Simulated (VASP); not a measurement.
Computed with PBEsol GGA, VASP's PBE PAW potentials (set 64) (plane waves; VASP).

The input files of a VASP run:

### KPOINTS
```
Automatic mesh
0
Gamma
13 13 9
0 0 0
```

### POSCAR
```
TiAl
1.0
  2.7999717985   0.0000000000   0.0000000000
  0.0000000000   2.7999717985   0.0000000000
  0.0000000000   0.0000000000   4.0296421481
Ti Al
1 1
direct
  0.0000000000   0.0000000000   0.0000000000
  0.5000000000   0.5000000000   0.5000000000
```

**INCAR**
```
SYSTEM = TiAl
PREC = Accurate
ENCUT = 500
EDIFF = 1E-6
NELM = 100
ALGO = Normal
LREAL = .FALSE.
LASPH = .TRUE.
ISMEAR = 1
SIGMA = 0.1
GGA = PS
LMAXMIX = 4
LWAVE = .FALSE.
LCHARG = .FALSE.
IBRION = 2
ISIF = 3
NSW = 40
EDIFFG = -0.02
PSTRESS = 50
```

POTCAR, in this order: Ti_sv Al (PBE.64 set). Program: vasp_std.

The run wrote:

File OSZICAR:
```
       N       E                     dE             d eps       ncg     rms          rms(c)
DAV:   1     0.883251038533E+02    0.88325E+02   -0.73726E+03  3080   0.135E+03
DAV:   2    -0.920116031442E+01   -0.97526E+02   -0.94935E+02  3116   0.332E+02
DAV:   3    -0.147123759097E+02   -0.55112E+01   -0.52690E+01  4800   0.771E+01
DAV:   4    -0.149147950840E+02   -0.20242E+00   -0.19921E+00  3833   0.127E+01
DAV:   5    -0.149231830038E+02   -0.83879E-02   -0.83784E-02  4488   0.243E+00    0.103E+01
DAV:   6    -0.134133932119E+02    0.15098E+01   -0.12614E+01  3830   0.395E+01    0.340E+00
DAV:   7    -0.132657676713E+02    0.14763E+00   -0.11763E+00  3534   0.115E+01    0.199E+00
DAV:   8    -0.132485322883E+02    0.17235E-01   -0.15731E-01  3493   0.443E+00    0.518E-01
DAV:   9    -0.132469903732E+02    0.15419E-02   -0.28545E-02  3661   0.230E+00    0.263E-01
DAV:  10    -0.132470168779E+02   -0.26505E-04   -0.20346E-03  3757   0.520E-01    0.679E-02
DAV:  11    -0.132470040311E+02    0.12847E-04   -0.53550E-04  3953   0.261E-01    0.485E-02
DAV:  12    -0.132470088814E+02   -0.48503E-05   -0.35748E-05  3577   0.662E-02    0.135E-02
DAV:  13    -0.132470079247E+02    0.95664E-06   -0.11004E-06  2677   0.116E-02
   1 F= -.12261107E+02 E0= -.12260907E+02  d E =-.122611E+02
       N       E                     dE             d eps       ncg     rms          rms(c)
DAV:   1    -0.143406542646E+02   -0.10936E+01   -0.24235E+01  3403   0.754E+01    0.932E+00
DAV:   2    -0.132556144767E+02    0.10850E+01   -0.70884E+00  3538   0.352E+01    0.215E+00
DAV:   3    -0.131534797812E+02    0.10213E+00   -0.67103E-01  3486   0.807E+00    0.899E-01
DAV:   4    -0.131584808849E+02   -0.50011E-02   -0.18269E-01  3577   0.380E+00    0.586E-01
DAV:   5    -0.131690038269E+02   -0.10523E-01   -0.17710E-02  3973   0.134E+00    0.303E-01
DAV:   6    -0.131784357345E+02   -0.94319E-02   -0.17894E-02  4764   0.754E-01    0.185E-01
DAV:   7    -0.131797939278E+02   -0.13582E-02   -0.19187E-03  3691   0.372E-01    0.193E-02
DAV:   8    -0.131798620755E+02   -0.68148E-04   -0.42443E-04  4297   0.123E-01    0.438E-02
DAV:   9    -0.131799253399E+02   -0.63264E-04   -0.13004E-04  3532   0.107E-01    0.649E-03
DAV:  10    -0.131799271614E+02   -0.18215E-05   -0.19910E-05  3957   0.281E-02    0.665E-03
DAV:  11    -0.131799271448E+02    0.16618E-07   -0.54950E-07  1936   0.912E-03
   2 F= -.12264853E+02 E0= -.12264461E+02  d E =-.374605E-02
       N       E                     dE             d eps       ncg     rms          rms(c)
DAV:   1    -0.135208335359E+02   -0.34091E+00   -0.56334E+00  3411   0.377E+01    0.500E+00
DAV:   2    -0.132804461528E+02    0.24039E+00   -0.27040E+00  3766   0.200E+01    0.134E+00
DAV:   3    -0.132200511832E+02    0.60395E-01   -0.32207E-01  3598   0.574E+00    0.310E-01
DAV:   4    -0.132231826758E+02   -0.31315E-02   -0.30853E-02  3588   0.126E+00    0.217E-01
DAV:   5    -0.132274048848E+02   -0.42222E-02   -0.68252E-03  4282   0.627E-01    0.205E-01
DAV:   6    -0.132291219875E+02   -0.17171E-02   -0.41795E-03  4436   0.463E-01    0.504E-02
DAV:   7    -0.132292497643E+02   -0.12778E-03   -0.33677E-04  3985   0.147E-01    0.151E-02
DAV:   8    -0.132292679072E+02   -0.18143E-04   -0.46470E-05  4313   0.503E-02    0.862E-03
DAV:   9    -0.132292696459E+02   -0.17388E-05   -0.95833E-06  4074   0.258E-02    0.212E-03
DAV:  10    -0.132292697660E+02   -0.12001E-06   -0.64647E-07  2010   0.709E-03
   3 F= -.12281349E+02 E0= -.12281052E+02  d E =-.202421E-01
```

OUTCAR:
```
------------------------ aborting loop because EDIFF is reached ----------------------------------------
  FORCE on cell =-STRESS in cart. coord.  units (eV):
  Direction    XX          YY          ZZ          XY          YZ          ZX
  --------------------------------------------------------------------------------------
  Total        0.9397601      0.9397601      0.9491350      0.0000000     -0.0000000      0.0000000
  in kB       49.5695637     49.5695637     50.0640608      0.0000000     -0.0000000      0.0000000
  external PRESSURE =      -0.2656039 kB  Pullay stress =      50.0000000 kB
  volume of cell :       30.37
      direct lattice vectors                 reciprocal lattice vectors
     2.763382482  0.000000000  0.000000000     0.361875349  0.000000000  0.000000000
     0.000000000  2.763382482  0.000000000     0.000000000  0.361875349  0.000000000
     0.000000000  0.000000000  3.977685926     0.000000000 -0.000000000  0.251402453
 POSITION                                       TOTAL-FORCE (eV/Angst)
 -----------------------------------------------------------------------------------
      0.00000      0.00000      0.00000         0.000000      0.000000      0.000000
      1.38169      1.38169      1.98884         0.000000      0.000000      0.000000
 -----------------------------------------------------------------------------------
    total drift:                               -0.000000      0.000000     -0.000000
  FREE ENERGIE OF THE ION-ELECTRON SYSTEM (eV)
  ---------------------------------------------------
  free  energy   TOTEN  =       -13.2292697660 eV

  energy  without entropy=      -13.2283788895  energy(sigma->0) =      -13.22897281
  enthalpy is  TOTEN    =       -12.2813492764 eV   P V=        0.9479204895

 reached required accuracy - stopping structural energy minimisation
```
(Selected blocks of OUTCAR.)

CONTCAR:
```
TiAl
   1.00000000000000
     2.7633824817060209    0.0000000000000000    0.0000000000000000
     0.0000000000000000    2.7633824817060209    0.0000000000000000
     0.0000000000000000    0.0000000000000000    3.9776859255666310
  Ti              Al
     1     1
Direct
     0.0000000000000000    0.0000000000000000    0.0000000000000000
     0.5000000000000000    0.5000000000000000    0.5000000000000000
```

Energy and stress use the plane-wave basis of the starting cell.

The compound is TiAl in the L1_0 structure. This run relaxes it under an external pressure of 5 GPa. Symmetry was kept, so distortions that lower it aren't found. The electron count is odd and the run is not spin-polarised, which forces a metal.
